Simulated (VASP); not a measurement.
Here is a VASP 6.6.1 calculation.

INCAR

```
SYSTEM = Mg2CdO3
PREC     = Normal         ! precision mode
ENCUT    = 520            ! plane-wave cutoff, eV
EDIFF    = 1E-5           ! SCF threshold, eV
ISMEAR   = 0              ! smearing method
SIGMA    = 0.05           ! smearing width, eV
LREAL    = Auto         
LASPH    = .TRUE.         ! aspherical terms in the spheres
NELM     = 80             ! most SCF steps
ALGO     = Fast           ! electronic algorithm
ISIF     = 2              ! what is computed and relaxed
LWAVE    = .FALSE.        ! write WAVECAR
LCHARG   = .FALSE.        ! write CHGCAR
GGA      = PE             ! functional
```

Contents of KPOINTS:

```
Automatic mesh
0
G
  6 6 3
  0 0 0
```

The input POSCAR:

```
Mg2CdO3
1.0
    3.1168860000      0.0000000000      0.0000000000
   -3.1168860000      5.3986060000      0.0000000000
    0.0000000000      0.0000000000      7.7963000000
Mg Cd O
4 2 6
Direct
    0.3333330000      0.3333335000      0.3442220000
    0.3333330000      0.8333335000      0.3442220000
    0.6666670000      0.1666665000      0.6557780000
    0.6666670000      0.6666665000      0.6557780000
    0.0000000000      0.0000000000      0.0000000000
    0.0000000000      0.5000000000      0.0000000000
    0.6666670000      0.1666665000      0.1963010000
    0.6666670000      0.6666665000      0.1963010000
    0.3333330000      0.3333335000      0.8036990000
    0.3333330000      0.8333335000      0.8036990000
    0.0000000000      0.0000000000      0.5000000000
    0.0000000000      0.5000000000      0.5000000000
```

Potentials or basis: VASP PAW PBE potentials, release 64 (Mg, Cd, O).

Launch:

```bash
$ cat potpaw_PBE.64/Mg/POTCAR potpaw_PBE.64/Cd/POTCAR potpaw_PBE.64/O/POTCAR > POTCAR
$ mpirun -np 1 vasp_std > vasp.out
```

Problem. Predict the band gap on the k mesh.

Solution. 1.92 eV.

Problem. Predict the largest force.

Solution. 0.009 eV/Å.

Problem. Predict the pressure.

Solution. 0.1 GPa.

Forces in eV/Å, atoms in the order of the input:
```
Mg   0.000  0.000 -0.003
Mg   0.000  0.000 -0.003
Mg   0.000  0.000  0.003
Mg   0.000  0.000  0.003
Cd   0.000  0.000  0.000
Cd   0.000  0.000  0.000
O    0.000  0.000 -0.009
O    0.000  0.000 -0.009
O    0.000  0.000  0.009
O    0.000  0.000  0.009
O    0.000  0.000  0.000
O    0.000  0.000  0.000
```

Caveat: an odd mesh through Γ misses points on the zone boundary, where band edges often lie.
